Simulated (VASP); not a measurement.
An input for Quantum ESPRESSO's pw.x (written as the equivalent of a VASP run, and not itself run):

```
&CONTROL
  calculation = 'scf'
  pseudo_dir = './pseudo'
  outdir = './out'
  tprnfor = .true.
  tstress = .true.
/
&SYSTEM
  ibrav = 0
  nat = 1
  ntyp = 1
  ecutwfc = 74
  occupations = 'smearing'
  smearing = 'methfessel-paxton'
  degauss = 0.00735
  input_dft = 'pbe'
/
&ELECTRONS
  conv_thr = 7.3e-08
  electron_maxstep = 100
/
ATOMIC_SPECIES
  W 183.840 W.upf
CELL_PARAMETERS angstrom
    -1.6116000    1.6116000    1.6116000
     1.6116000   -1.6116000    1.6116000
     1.6116000    1.6116000   -1.6116000
ATOMIC_POSITIONS crystal
  W    0.0000000  0.0000000  0.0000000
K_POINTS automatic
  14 14 14 0 0 0
```

Question: Translate this input to VASP (INCAR, KPOINTS, POSCAR, choice of POTCAR).

Answer: One answer among several that fit: 
**KPOINTS**
```
Automatic mesh
0
Gamma
14 14 14
0 0 0
```

POSCAR:
```
W
1
   -1.6116000000     1.6116000000     1.6116000000
    1.6116000000    -1.6116000000     1.6116000000
    1.6116000000     1.6116000000    -1.6116000000
W
1
Direct
  0.0000000000   0.0000000000   0.0000000000
```

### INCAR
```
! general
SYSTEM   =  W
PREC     =  Accurate
ENCUT    =  400
LREAL    =  .False.   ! projection in real space or not
LASPH    =  .True.

! electronic loop
EDIFF    =  1E-6
NELM     =  100
ALGO     =  VeryFast
LMAXMIX  =  6   ! l cut-off of mixed one-centre charges

! smearing
ISMEAR   =  1
SIGMA    =  0.1   ! width (eV)

! functional
GGA      =  PE

! ions
ISIF     =  2   ! forces and stress, cell fixed

! output
LWAVE    =  .False.
LCHARG   =  .False.
```

POTCAR, in this order: W_sv (PBE.64 set). Program: vasp_std.

The two are equivalent in intent, not identical: the potentials are each code's own (VASP's PAW set, PseudoDojo norm-conserving files in pw.x), so ENCUT and ecutwfc are chosen apart and not converted; conv_thr bounds pw.x's estimated SCF error, while EDIFF bounds the energy change between steps.

The compound is W in the bcc structure. The cell was not relaxed at this level. The run is one of a series of settings (ALGO = VeryFast against the base run), some of them coarse on purpose.
